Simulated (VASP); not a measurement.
An input for Quantum ESPRESSO's pw.x (written as the equivalent of a VASP run, and not itself run):

```
&CONTROL
  calculation = 'scf'
  pseudo_dir = './pseudo'
  outdir = './out'
  tprnfor = .true.
  tstress = .true.
/
&SYSTEM
  ibrav = 0
  nat = 2
  ntyp = 2
  ecutwfc = 44
  occupations = 'smearing'
  smearing = 'gaussian'
  degauss = 0.003675
  input_dft = 'pbesol'
/
&ELECTRONS
  conv_thr = 7.3e-09
  electron_maxstep = 100
/
ATOMIC_SPECIES
  Al 26.982 Al.upf
  P 30.974 P.upf
CELL_PARAMETERS angstrom
     0.0000000    2.7356119    2.7356119
     2.7356119   -0.0000000    2.7356119
     2.7356119    2.7356119   -0.0000000
ATOMIC_POSITIONS crystal
  Al   0.0000000  0.0000000  0.0000000
  P    0.2500000  0.2500000  0.2500000
K_POINTS automatic
  8 8 8 0 0 0
```

Question: Translate this input to VASP (INCAR, KPOINTS, POSCAR, choice of POTCAR).

Answer: Several could match; the one computed here: 
POSCAR:
```
AlP
1
    0.0000000000     2.7356119442     2.7356119442
    2.7356119442    -0.0000000000     2.7356119442
    2.7356119442     2.7356119442    -0.0000000000
Al P
1 1
Direct
  0.0000000000   0.0000000000   0.0000000000
  0.2500000000   0.2500000000   0.2500000000
```

### INCAR
```
LWAVE=.FALSE.
ALGO=Normal   # blocked Davidson
ISIF=2   # forces and stress, cell fixed
ENCUT=480
SIGMA=0.05
LREAL=.FALSE.   # projection in real space or not
GGA=PS
NELM=100
PREC=Accurate
ISMEAR=0   # Gaussian
EDIFF=1E-7   # SCF stop (eV)
SYSTEM=AlP
LASPH=.TRUE.   # aspherical one-centre terms
LCHARG=.FALSE.
```

KPOINTS:
```
Automatic mesh
0
Gamma
8 8 8
0 0 0
```

POTCAR, in this order: Al P (PBE.64 set). Program: vasp_std.

Limits of the translation: the potentials are each code's own (VASP's PAW set, PseudoDojo norm-conserving files in pw.x), so ENCUT and ecutwfc are chosen apart and not converted; conv_thr bounds pw.x's estimated SCF error, while EDIFF bounds the energy change between steps.

The compound is AlP in the zinc blende structure. It was relaxed first.
